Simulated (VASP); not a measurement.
VASP runs on TlBr (space group P3_221) share one base input (PBE GGA, plane waves, VASP's PBE PAW potentials (set 64)) and change the settings named in each case.

INCAR:
```
ALGO  =  Normal
EDIFF  =  1E-6
ENCUT  =  300
GGA  =  PE
ISIF  =  2
ISMEAR  =  0
LASPH  =  .True.
LCHARG  =  .False.
LMAXMIX  =  4
LREAL  =  .False.
LWAVE  =  .False.
NELM  =  100
PREC  =  Accurate
SIGMA  =  0.136
SYSTEM  =  TlBr
```

POSCAR:
```
TlBr
1
    5.2765080000     0.0000000000     0.0000000000
   -2.6382540000     4.5695900000     0.0000000000
    0.0000000000     0.0000000000    12.0882310000
Tl Br
3 3
Direct
  0.7198000000   0.0000000000   0.6666670000
  0.0000000000   0.7198000000   0.3333330000
  0.2802000000   0.2802000000   0.0000000000
  0.4889000000   0.0000000000   0.1666670000
  0.0000000000   0.4889000000   0.8333330000
  0.5111000000   0.5111000000   0.5000000000
```

### KPOINTS
```
Automatic mesh
0
Gamma
3 3 1
0 0 0
```

POTCAR, in this order: Tl_d Br (PBE.64 set). Program: vasp_std.

```csv
change,E(σ→0) (eV/atom),pressure (GPa)
base run,-2.6322,0.35
"GGA removed, POTCAR Tl_d Br (LDA.64 set)",-2.9323,-1.51
"GGA_COMPAT = .FALSE., LNONCOLLINEAR = .TRUE., LSORBIT = .TRUE., MAGMOM = 0.0 0.0 0.0 0.0 0.0 0.0 0.0 0.0 0.0 0.0 0.0 0.0 0.0 0.0 0.0 0.0 0.0 0.0, program vasp_ncl",-2.7418,…
KPOINTS 4×4×2 Γ-centred mesh,-2.6311,…
```

What belongs in the gaps?

- GGA_COMPAT = .FALSE., LNONCOLLINEAR = .TRUE., LSORBIT = .TRUE., MAGMOM = 0.0 0.0 0.0 0.0 0.0 0.0 0.0 0.0 0.0 0.0 0.0 0.0 0.0 0.0 0.0 0.0 0.0 0.0, program vasp_ncl, pressure (GPa): 0.27
- KPOINTS 4×4×2 Γ-centred mesh, pressure (GPa): 0.37

Energies of different potentials or functionals have different zeros.  Unless said otherwise, spin-orbit coupling is left out, though it shifts the bands of the heavy elements here. At 300 eV the pressure can carry a Pulay error.

Left out are runs that ran out of time, are held back, or changed the cell or the kind of run, fixed moments of cells without a moment, rows past the twelfth, gaps on odd meshes, pressures of charged cells and columns that move by less than the noise.

The structure was generated: TlBr was put into an ordered model structure, which need not be its known phase. The cell was not relaxed at this level, its lattice was scaled by up to 2.5 %.
